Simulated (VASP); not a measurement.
**MgZn$_{2}$O$_{3}$ (space group P-3m1): computed properties**

These are r2SCAN meta-GGA, VASP's PBE PAW potentials (set 64) (plane waves; VASP) values and carry that method's errors.

```json
{
  "space_group": "P-3m1 (164)",
  "cell": "a = b = 3.009 Å, c = 7.346 Å, α = β = 90.00°, γ = 120.00°",
  "volume_per_atom": "9.60 Å^3/atom",
  "band gap (over mesh and band path)": "2.58 eV",
  "smallest direct gap (over mesh and band path)": "2.58 eV",
  "band_edge_character_without_spin_orbit_coupling": "direct, Γ to Γ",
  "band_gap_with_spin_orbit_coupling": "2.58 eV",
  "density": "5.85 g/cm³"
}
```

```xyz
6
Lattice="3.0090 0.0000 0.0000 -1.5045 2.6058 0.0000 0.0000 0.0000 7.3458" Properties=species:S:1:pos:R:3 pbc="T T T"
Mg    -1.5045     2.6058     0.0000
Zn     0.0000     1.7372     4.9122
Zn     1.5045     0.8686     2.4336
O      0.0000     1.7372     1.1783
O      1.5045     0.8686     6.1675
O     -1.5045     2.6058     3.6729
```

The structure comes from a computed database's MgZn2O3 entry (P-3m1); how it stands against other phases isn't given here. It was relaxed first. Symmetry was kept, so distortions that lower it aren't found.
